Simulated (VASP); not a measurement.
An input for Quantum ESPRESSO's pw.x (written as the equivalent of a VASP run, and not itself run):

```
&CONTROL
  calculation = 'vc-relax'
  pseudo_dir = './pseudo'
  outdir = './out'
  tprnfor = .true.
  tstress = .true.
  nstep = 30
  forc_conv_thr = 0.00039
/
&SYSTEM
  ibrav = 0
  nat = 6
  ntyp = 2
  ecutwfc = 84
  occupations = 'smearing'
  smearing = 'methfessel-paxton'
  degauss = 0.00735
  input_dft = 'vdw-df-cx'
/
&ELECTRONS
  conv_thr = 7.3e-09
  electron_maxstep = 100
/
&IONS
/
&CELL
  cell_dofree = 'shape'
/
ATOMIC_SPECIES
  Ir 192.217 Ir.upf
  O 15.999 O.upf
CELL_PARAMETERS angstrom
     4.4511890    0.0000000    0.0000000
     0.0000000    4.4511890    0.0000000
     0.0000000    0.0000000    3.1459593
ATOMIC_POSITIONS crystal
  Ir   1.0000000  0.0000000  0.0000000
  Ir   0.5000000  0.5000000  0.5000000
  O    0.3088136  0.3088136  1.0000000
  O    0.8088136  0.1911864  0.5000000
  O    0.1911864  0.8088136  0.5000000
  O    0.6911864  0.6911864  0.0000000
K_POINTS automatic
  7 7 10 0 0 0
```

Task: Translate this input to VASP (INCAR, KPOINTS, POSCAR, choice of POTCAR).

Result: This is not unique; one that fits is 
File POSCAR:
```
IrO2
1
    4.4511890194     0.0000000000     0.0000000000
    0.0000000000     4.4511890194     0.0000000000
    0.0000000000     0.0000000000     3.1459592759
Ir O
2 4
Direct
  1.0000000000   0.0000000000   0.0000000000
  0.5000000000   0.5000000000   0.5000000000
  0.3088136473   0.3088136473   1.0000000000
  0.8088136473   0.1911863527   0.5000000000
  0.1911863527   0.8088136473   0.5000000000
  0.6911863527   0.6911863527   0.0000000000
```

### KPOINTS
```
Automatic mesh
0
Gamma
7 7 10
0 0 0
```

**INCAR**
```
LWAVE = .FALSE.
NELM = 100
EDIFFG = -0.01   ! ionic stop
LUSE_VDW = .TRUE.
ISIF = 4
ALGO = Normal
ENCUT = 520
ISMEAR = 1   ! Methfessel-Paxton
SYSTEM = IrO2
LCHARG = .FALSE.
GGA = CX
LASPH = .TRUE.   ! aspherical one-centre terms
SIGMA = 0.1
IBRION = 2
LMAXMIX = 6
EDIFF = 1E-7   ! SCF stop (eV)
PREC = Accurate
LREAL = .FALSE.
AGGAC = 0.0
NSW = 30   ! most ionic steps
```

POTCAR, in this order: Ir O (PBE.64 set). Program: vasp_std.

Limits of the translation: the potentials are each code's own (VASP's PAW set, PseudoDojo norm-conserving files in pw.x), so ENCUT and ecutwfc are chosen apart and not converted; conv_thr bounds pw.x's estimated SCF error, while EDIFF bounds the energy change between steps; forc_conv_thr acts on force components and is met together with etot_conv_thr.

The compound is IrO2 in the rutile structure. This cell is one point of a volume scan, at 0.97 of the reference volume. Symmetry was kept, so distortions that lower it aren't found.
